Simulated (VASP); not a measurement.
Method: PBE GGA, VASP's PBE PAW potentials (set 64) (plane waves; VASP).

VASP input:

**INCAR**
```
SYSTEM=Al2O3
PREC=Accurate; ENCUT=480; LREAL=.FALSE.
LASPH=.TRUE.
EDIFF=1E-6; NELM=100; ALGO=Normal
ISMEAR=0; SIGMA=0.05
GGA=PE
IBRION=2; NSW=60; ISIF=3
EDIFFG=-0.02
LWAVE=.FALSE.; LCHARG=.FALSE.
```

**POSCAR**
```
Al2O3
1
    4.5827344534    -2.4024320720    -0.0009147471
    4.5827344534     2.4024320720    -0.0009147471
    3.3240861607     0.0000000000     3.9652977033
Al O
4 6
Direct
  0.8520198874   0.8520198874   0.8520198874
  0.3520198874   0.3520198874   0.3520198874
  0.1479801126   0.1479801126   0.1479801126
  0.6479801126   0.6479801126   0.6479801126
  0.4436993630   0.0563006370   0.7500000000
  0.0563006370   0.7500000000   0.4436993630
  0.5563006370   0.9436993630   0.2500000000
  0.2500000000   0.5563006370   0.9436993630
  0.9436993630   0.2500000000   0.5563006370
  0.7500000000   0.4436993630   0.0563006370
```

KPOINTS:
```
Automatic mesh
0
Gamma
5 5 5
0 0 0
```

POTCAR, in this order: Al O (PBE.64 set). Program: vasp_std.

Output

**OSZICAR**
```
       N       E                     dE             d eps       ncg     rms          rms(c)
DAV:   1     0.241697266571E+03    0.24170E+03   -0.24760E+04  1140   0.143E+03
DAV:   2    -0.694578651342E+02   -0.31116E+03   -0.30196E+03  1486   0.303E+02
DAV:   3    -0.826746558021E+02   -0.13217E+02   -0.13181E+02  1368   0.703E+01
DAV:   4    -0.827872955548E+02   -0.11264E+00   -0.11250E+00  1368   0.736E+00
DAV:   5    -0.827888532923E+02   -0.15577E-02   -0.15575E-02  1332   0.866E-01    0.174E+01
DAV:   6    -0.747657969419E+02    0.80231E+01   -0.35623E+01  1314   0.329E+01    0.595E+00
DAV:   7    -0.747940087904E+02   -0.28212E-01   -0.64222E-01  1338   0.463E+00    0.320E+00
DAV:   8    -0.748115476876E+02   -0.17539E-01   -0.66854E-02  1332   0.225E+00    0.685E-01
DAV:   9    -0.748171785331E+02   -0.56308E-02   -0.13568E-02  1332   0.776E-01    0.303E-01
DAV:  10    -0.748178224052E+02   -0.64387E-03   -0.96756E-04  1362   0.206E-01    0.650E-02
DAV:  11    -0.748177688235E+02    0.53582E-04   -0.50106E-04  1362   0.130E-01    0.232E-02
DAV:  12    -0.748177693442E+02   -0.52068E-06   -0.35056E-05  1356   0.372E-02    0.482E-03
DAV:  13    -0.748177691139E+02    0.23028E-06   -0.34219E-06  1292   0.109E-02
   1 F= -.74817769E+02 E0= -.74817769E+02  d E =-.748178E+02
       N       E                     dE             d eps       ncg     rms          rms(c)
DAV:   1    -0.748190426735E+02   -0.12733E-02   -0.34087E-02  1314   0.133E+00    0.245E-01
DAV:   2    -0.748179832075E+02    0.10595E-02   -0.40709E-03  1338   0.384E-01    0.514E-02
DAV:   3    -0.748179539314E+02    0.29276E-04   -0.11401E-04  1340   0.632E-02    0.224E-02
DAV:   4    -0.748179420054E+02    0.11926E-04   -0.21916E-05  1326   0.325E-02    0.579E-03
DAV:   5    -0.748179411315E+02    0.87390E-06   -0.39054E-06  1324   0.116E-02
   2 F= -.74817941E+02 E0= -.74817941E+02  d E =-.172018E-03
```

OUTCAR:
```
------------------------ aborting loop because EDIFF is reached ----------------------------------------
  FORCE on cell =-STRESS in cart. coord.  units (eV):
  Direction    XX          YY          ZZ          XY          YZ          ZX
  --------------------------------------------------------------------------------------
  Total       -0.1494802     -0.0935460     -0.0991789     -0.0000000      0.0000000     -0.0177503
  in kB       -2.7371685     -1.7129439     -1.8160896     -0.0000000      0.0000000     -0.3250302
  external PRESSURE =      -2.0887340 kB  Pullay stress =       0.0000000 kB
  volume of cell :       87.50
      direct lattice vectors                 reciprocal lattice vectors
     4.587923783 -2.403298767  0.000207070     0.108985885 -0.208047375 -0.091433526
     4.587923783  2.403298767  0.000207070     0.108985885  0.208047375 -0.091433526
     3.328821424 -0.000000000  3.967850360    -0.000011375 -0.000000000  0.252035177
 POSITION                                       TOTAL-FORCE (eV/Angst)
 -----------------------------------------------------------------------------------
     10.65572     -0.00000      3.38151         0.003469      0.000000      0.001101
      4.40339     -0.00000      1.39738         0.003469      0.000000      0.001101
      1.84895     -0.00000      0.58675        -0.003469      0.000000     -0.001101
      8.10128     -0.00000      2.57088        -0.003469      0.000000     -0.001101
      4.79058     -0.93147      2.97599        -0.000000     -0.003002     -0.000000
      5.17613      1.66738      1.76106        -0.000786      0.001501      0.002478
      7.71409      0.93147      0.99227        -0.000000      0.003002     -0.000000
      6.84054      0.73592      3.74498        -0.000786     -0.001501      0.002478
      7.32854     -1.66738      2.20721         0.000786     -0.001501     -0.002478
      5.66413     -0.73592      0.22328         0.000786      0.001501     -0.002478
 -----------------------------------------------------------------------------------
    total drift:                                0.000000     -0.000000     -0.000000
  FREE ENERGIE OF THE ION-ELECTRON SYSTEM (eV)
  ---------------------------------------------------
  free  energy   TOTEN  =       -74.8179411315 eV

  energy  without entropy=      -74.8179411315  energy(sigma->0) =      -74.81794113

 reached required accuracy - stopping structural energy minimisation
```
(Selected blocks of OUTCAR.)

CONTCAR:
```
Al2O3
   1.00000000000000
     4.5879237827768433   -2.4032987665846268    0.0002070703338637
     4.5879237827768433    2.4032987665846268    0.0002070703338637
     3.3288214237432605   -0.0000000000000000    3.9678503600536192
  Al              O
     4     6
Direct
     0.8521394609171717    0.8521394609171717    0.8521394609171717
     0.3521394609171717    0.3521394609171717    0.3521394609171717
     0.1478605390828283    0.1478605390828283    0.1478605390828283
     0.6478605390828283    0.6478605390828283    0.6478605390828283
     0.4437893983655029    0.0562106016344971    0.7500000000000000
     0.0562106016344971    0.7500000000000000    0.4437893983655029
     0.5562106016344971    0.9437893983655029    0.2500000000000000
     0.2500000000000000    0.5562106016344971    0.9437893983655029
     0.9437893983655029    0.2500000000000000    0.5562106016344971
     0.7500000000000000    0.4437893983655029    0.0562106016344971
```

File OUTCAR:
```
 val. band max:        5.8131440294   @ k =   0.0000   0.0000   0.0000

 cond. band min:      11.6761165212   @ k =   0.0000   0.0000   0.0000


 Fermi energy:         6.0672112884

 k-point     1 :       0.0000    0.0000    0.0000
  band No.  band energies     occupation
      1     -13.2077      2.00000
      2     -10.9837      2.00000
      3     -10.7193      2.00000
      4     -10.7193      2.00000
      5     -10.4125      2.00000
      6     -10.4125      2.00000
      7      -0.9417      2.00000
      8       0.0223      2.00000
      9       0.4194      2.00000
     10       0.4194      2.00000
     11       1.5112      2.00000
     12       1.6448      2.00000
     13       1.6448      2.00000
     14       2.6250      2.00000
     15       2.9104      2.00000
     16       4.4365      2.00000
     17       4.4365      2.00000
     18       4.5775      2.00000
     19       4.5775      2.00000
     20       5.3535      2.00000
     21       5.3535      2.00000
     22       5.7814      2.00000
     23       5.7814      2.00000
     24       5.8131      2.00000
     25      11.6761      0.00000
     26      14.7269      0.00000
     27      16.1921      0.00000
     28      17.0888      0.00000
     29      17.0888      0.00000
     30      17.2604      0.00000

 k-point     2 :       0.2000    0.0000    0.0000
  band No.  band energies     occupation
      1     -13.0105      2.00000
      2     -11.1091      2.00000
      3     -10.8000      2.00000
      4     -10.7528      2.00000
      5     -10.5027      2.00000
      6     -10.4298      2.00000
      7      -0.7409      2.00000
      8      -0.2140      2.00000
      9       0.1650      2.00000
     10       0.9296      2.00000
     11       1.1660      2.00000
     12       1.6231      2.00000
     13       2.6849      2.00000
     14       3.2479      2.00000
     15       3.3248      2.00000
     16       3.8564      2.00000
     17       4.2277      2.00000
     18       4.4725      2.00000
...
```

The compound is Al2O3 in the corundum structure. This run relaxes it. Symmetry was kept, so distortions that lower it aren't found. The start is the result of an earlier pass.
